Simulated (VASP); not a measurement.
Input:

```xyz
1
Lattice="-1.6623 1.6623 1.6623 1.6623 -1.6623 1.6623 1.6623 1.6623 -1.6623" Properties=species:S:1:pos:R:3 pbc="T T T"
Li     0.0000     0.0000     0.0000
```

These are PBE GGA with D3 dispersion (Becke-Johnson damping), VASP's PBE PAW potentials (set 64) (plane waves; VASP 6.6.1) values and carry that method's errors. Run with 520 eV cut-off, 15×15×15 Γ-centred mesh, first-order Methfessel-Paxton smearing of 0.10 eV, potentials Li_sv.

Q: Give the energy at these volumes per atom, relative to the lowest: 17.09, 17.63, 18.18, 18.72, 19.27 Å³.

A: 4.7, 1.4, 0.0, 0.2, 1.8 meV/atom. A third-order Birch-Murnaghan fit gives B0 = 15.4 GPa and B0′ = 3.4.

Measured: bulk modulus 13.8 GPa at 0 K (computed value off by +11.7 %), as given by H. Levämäki et al., Physical Review B (2014), arXiv:1402.3671 [corrected for temperature and zero-point phonon effects]; a 3.449 Å at 0 K (computed value off by -3.6 %), as given by Gábor I. Csonka et al., Physical Review B (2009), arXiv:0903.4037 [low-temperature or extrapolated to 0 K; zero-point anharmonic expansion removed].

The compound is Li in the bcc structure. It was relaxed first, which changed the volume by -14 %.
